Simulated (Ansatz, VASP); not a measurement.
# ScSbS3 in VASP and in Ansatz

The input INCAR:

```
SYSTEM = ScSbS3
PREC = Accurate ; ENCUT = 520
EDIFF = 1E-7 ; ISMEAR = 0
SIGMA = 0.1 ; LREAL = .False.
LASPH = .True. ; NELM = 80
ALGO = Normal ; ISIF = 2
LWAVE = .False. ; LCHARG = .False.
GGA = PE ; NBANDS = 25
```

The input KPOINTS:

```
regular mesh
0
Gamma
  6 6 2
  0 0 0
```

The input POSCAR:

```
ScSbS3
1.0
    3.2532467145     -1.9026025846      0.0000000000
    3.2532467145      1.9026025846      0.0000000000
   -0.0954908857      0.0000000000      9.7885794300
Sc Sb S
1 1 3
Direct
    0.3297387152      0.3297387152      0.6091326487
    0.6656514891      0.6656514891      0.9864302710
    0.9995411152      0.9995411152      0.7770070606
    0.0029073966      0.0029073966      0.1427486069
    0.6634595856      0.6634595856      0.4846814128
```

Input for Ansatz:

```yaml
crystal:
  lattice:
    - [3.2532467145, -1.9026025846, 0.0]
    - [3.2532467145, 1.9026025846, 0.0]
    - [-0.0954908857, 0.0, 9.78857943]
  atoms:
    - { symbol: Sc, position: [0.3297387152, 0.3297387152, 0.6091326487] }
    - { symbol: Sb, position: [0.6656514891, 0.6656514891, 0.986430271] }
    - { symbol: S, position: [0.9995411152, 0.9995411152, 0.7770070606] }
    - { symbol: S, position: [0.0029073966, 0.0029073966, 0.1427486069] }
    - { symbol: S, position: [0.6634595856, 0.6634595856, 0.4846814128] }
basis:
  ecutwfc: 420
kpoints:
  mp_grid: { grid: [6, 6, 2] }
hamiltonian:
  xc: pbe
scf:
  occupations: { method: gaussian, width: 0.1 }
  lower_state_search: "off"
output:
  forces: true
  stress: true
  eigenvalues: true
```

Change from the starting cell: the structure that the rattled cell fell into.

Alike in both runs: task single point; functional PBE; k mesh 6 × 6 × 2; occupations gaussian, width 0.1 eV; no spin polarisation.

|  | VASP | Ansatz |
| --- | --- | --- |
| version | VASP 6.6.1 | Ansatz 0.2.0 |
| potentials or method | VASP PAW PBE potentials, release 64 (Sc_sv, Sb, S) | scalar-relativistic, plane waves, PAW |
| plane-wave cutoff (eV) | 520 | 420 |
| valence electrons in the cell | 34 | 44 |

VASP gave:

* gap on the k mesh at the Fermi level (eV): 0.87
* least direct gap on the mesh (eV): 1.53
* pressure (GPa): 0.0
* largest component of the traceless stress (GPa): 0.33
* rms of the force components (eV/Å): 0.024

Estimate Ansatz's values.

gap on the k mesh at the Fermi level (eV): 0.88; least direct gap on the mesh (eV): 1.53; pressure (GPa): 0.0; largest component of the traceless stress (GPa): 0.34; rms of the force components (eV/Å): 0.016.

Atom by atom the forces differ by 0.015 eV/Å (rms over components). With one functional, cell and mesh, what is left measures potentials, basis and numerics. The two sets of potentials don't hold the same shells in valence.

Caveats: spin-orbit coupling is left out, which moves the levels of the heavy elements; this functional lacks dispersion, which binds the layers, so the pressure and a relaxed spacing across them are unreliable. A k mesh can miss the band edges.
